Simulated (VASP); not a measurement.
Here is the system:

```yaml
crystal:
  lattice:
    - [4.05522, 0.00000, 0.00000]
    - [0.00000, 4.05522, 0.00000]
    - [0.00000, 0.00000, 4.05522]
  atoms:
    - { symbol: K, position: [0.00000, 0.00000, 0.00000] }
    - { symbol: Mg, position: [0.50000, 0.50000, 0.50000] }
    - { symbol: F, position: [0.50000, 0.00000, 0.50000] }
    - { symbol: F, position: [0.00000, 0.50000, 0.50000] }
    - { symbol: F, position: [0.50000, 0.50000, 0.00000] }
```

These are TPSS meta-GGA, VASP's PBE PAW potentials (set 64) (plane waves; VASP) values and carry that method's errors. Run with 520 eV cut-off, 6×6×6 Γ-centred mesh, Gaussian smearing of 0.050 eV, potentials K_sv Mg F.

Q: Give the stress tensor in GPa (positive for a compressed cell).

A: 
```
-1.66   0.00   0.00
 0.00  -1.66   0.00
 0.00   0.00  -1.66
```
The pressure is its mean diagonal, -1.66 GPa.

The compound is KMgF3 in the cubic perovskite structure. This cell is one point of a volume scan, at 1.03 of the reference volume.
